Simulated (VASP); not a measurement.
Output of a VASP run:

### OSZICAR
```
       N       E                     dE             d eps       ncg     rms          rms(c)
DAV:   1     0.654621342060E+02    0.65462E+02   -0.66951E+03  1144   0.127E+03
DAV:   2    -0.166739467366E+02   -0.82136E+02   -0.76691E+02  1140   0.247E+02
DAV:   3    -0.206007839479E+02   -0.39268E+01   -0.37980E+01  1432   0.624E+01
DAV:   4    -0.207089816418E+02   -0.10820E+00   -0.10765E+00  1420   0.949E+00
DAV:   5    -0.207119618644E+02   -0.29802E-02   -0.29795E-02  1464   0.167E+00    0.144E+01
DAV:   6    -0.243216580449E+02   -0.36097E+01   -0.41258E+01  1452   0.136E+02    0.178E+01
DAV:   7    -0.193051879731E+02    0.50165E+01   -0.17071E+01  1500   0.107E+02    0.348E+00
DAV:   8    -0.193295680317E+02   -0.24380E-01   -0.10246E+00  1344   0.853E+00    0.186E+00
DAV:   9    -0.192958847917E+02    0.33683E-01   -0.10295E-01  1436   0.680E+00    0.442E-01
DAV:  10    -0.192959274649E+02   -0.42673E-04   -0.59904E-03  1432   0.937E-01    0.747E-02
DAV:  11    -0.192958795639E+02    0.47901E-04   -0.38599E-04  1660   0.364E-01    0.400E-02
DAV:  12    -0.192959035790E+02   -0.24015E-04   -0.52464E-05  1208   0.728E-02    0.258E-02
DAV:  13    -0.192959035761E+02    0.28972E-08   -0.32529E-06  1476   0.153E-02    0.430E-03
DAV:  14    -0.192959037379E+02   -0.16177E-06   -0.64074E-07  1392   0.119E-02    0.300E-03
DAV:  15    -0.192959038516E+02   -0.11368E-06   -0.15293E-07   804   0.868E-03    0.614E-04
DAV:  16    -0.192959039161E+02   -0.64499E-07   -0.66030E-08   684   0.207E-03
   1 F= -.19055971E+02 E0= -.19056316E+02  d E =-.190560E+02
       N       E                     dE             d eps       ncg     rms          rms(c)
DAV:   1    -0.193180438129E+02   -0.22140E-01   -0.28316E-01  1268   0.108E+01    0.148E+00
DAV:   2    -0.193949803228E+02   -0.76937E-01   -0.77012E-01  1448   0.192E+01    0.262E+00
DAV:   3    -0.192935868239E+02    0.10139E+00   -0.39996E-01  1452   0.144E+01    0.265E-01
DAV:   4    -0.192932483264E+02    0.33850E-03   -0.76733E-03  1172   0.765E-01    0.104E-01
DAV:   5    -0.192931455765E+02    0.10275E-03   -0.36481E-04  1592   0.374E-01    0.330E-02
DAV:   6    -0.192931430169E+02    0.25596E-05   -0.28834E-05  1468   0.556E-02    0.790E-03
DAV:   7    -0.192931426752E+02    0.34177E-06   -0.19202E-06  1480   0.249E-02    0.406E-03
DAV:   8    -0.192931422363E+02    0.43888E-06   -0.57394E-07  1372   0.140E-02    0.268E-03
DAV:   9    -0.192931422794E+02   -0.43100E-07   -0.60567E-08   620   0.243E-03
   2 F= -.19055837E+02 E0= -.19056168E+02  d E =0.133955E-03
       N       E                     dE             d eps       ncg     rms          rms(c)
DAV:   1    -0.193022086151E+02   -0.90664E-02   -0.77858E-02  1260   0.568E+00    0.785E-01
DAV:   2    -0.193252527368E+02   -0.23044E-01   -0.22614E-01  1480   0.104E+01    0.143E+00
DAV:   3    -0.192953646373E+02    0.29888E-01   -0.11617E-01  1444   0.746E+00    0.134E-01
DAV:   4    -0.192952922064E+02    0.72431E-04   -0.19581E-03  1160   0.351E-01    0.609E-02
DAV:   5    -0.192952515724E+02    0.40634E-04   -0.12802E-04  1636   0.233E-01    0.153E-02
DAV:   6    -0.192952507189E+02    0.85348E-06   -0.10302E-05  1612   0.329E-02    0.349E-03
DAV:   7    -0.192952507679E+02   -0.49019E-07   -0.25517E-07   996   0.720E-03
   3 F= -.19056572E+02 E0= -.19056911E+02  d E =-.601621E-03
```

File OUTCAR:
```
------------------------ aborting loop because EDIFF is reached ----------------------------------------
  FORCE on cell =-STRESS in cart. coord.  units (eV):
  Direction    XX          YY          ZZ          XY          YZ          ZX
  --------------------------------------------------------------------------------------
  Total        0.2317696      0.2317696      0.2317696      0.0000000      0.0000000     -0.0000000
  in kB        9.7105403      9.7105403      9.7105403      0.0000000      0.0000000     -0.0000000
  external PRESSURE =      -0.2894597 kB  Pullay stress =      10.0000000 kB
  volume of cell :       38.24
      direct lattice vectors                 reciprocal lattice vectors
    -0.000000000  2.674019313  2.674019313    -0.186984439  0.186984439  0.186984439
     2.674019313 -0.000000000  2.674019313     0.186984439 -0.186984439  0.186984439
     2.674019313  2.674019313 -0.000000000     0.186984439  0.186984439 -0.186984439
 POSITION                                       TOTAL-FORCE (eV/Angst)
 -----------------------------------------------------------------------------------
      0.00000     -0.00000      0.00000        -0.000000     -0.000000      0.000000
      1.33701      1.33701      1.33701        -0.000000      0.000000      0.000000
      4.01103      4.01103      4.01103         0.000000     -0.000000     -0.000000
 -----------------------------------------------------------------------------------
    total drift:                               -0.000000      0.000000      0.000000
  FREE ENERGIE OF THE ION-ELECTRON SYSTEM (eV)
  ---------------------------------------------------
  free  energy   TOTEN  =       -19.2952507679 eV

  energy  without entropy=      -19.2962656395  energy(sigma->0) =      -19.29558906
  enthalpy is  TOTEN    =       -19.0565724149 eV   P V=        0.2386783530

 reached required accuracy - stopping structural energy minimisation
```
(Selected blocks of OUTCAR.)

**POSCAR**
```
CoSi2
1
   -0.0000000000     2.6786970382     2.6786970382
    2.6786970382    -0.0000000000     2.6786970382
    2.6786970382     2.6786970382    -0.0000000000
Co Si
1 2
Direct
  0.0000000000   0.0000000000   0.0000000000
  0.2500000000   0.2500000000   0.2500000000
  0.7500000000   0.7500000000   0.7500000000
```

Reconstruct the remaining input files.

This is not unique; one that fits is the input of the run itself, PBE GGA, plane waves, VASP's PBE PAW potentials (set 64).

**KPOINTS**
```
K-points
0
gamma
  10 10 10
```

INCAR:
```
ALGO  =  Normal
EDIFF  =  1E-7
EDIFFG  =  -0.01
ENCUT  =  480
GGA  =  PE
IBRION  =  2
ISIF  =  3
ISMEAR  =  1
LASPH  =  T
LCHARG  =  F
LMAXMIX  =  4
LREAL  =  F
LWAVE  =  F
NELM  =  100
NSW  =  40
PREC  =  Accurate
PSTRESS  =  10
SIGMA  =  0.1
SYSTEM  =  CoSi2
```

POTCAR, in this order: Co Si (PBE.64 set). Program: vasp_std.

The compound is CoSi2 in the fluorite structure. This run relaxes it under an external pressure of 1 GPa. Symmetry was kept, so distortions that lower it aren't found. The run is not spin-polarised, so no magnetic state was tried. The electron count is odd and the run is not spin-polarised, which forces a metal.
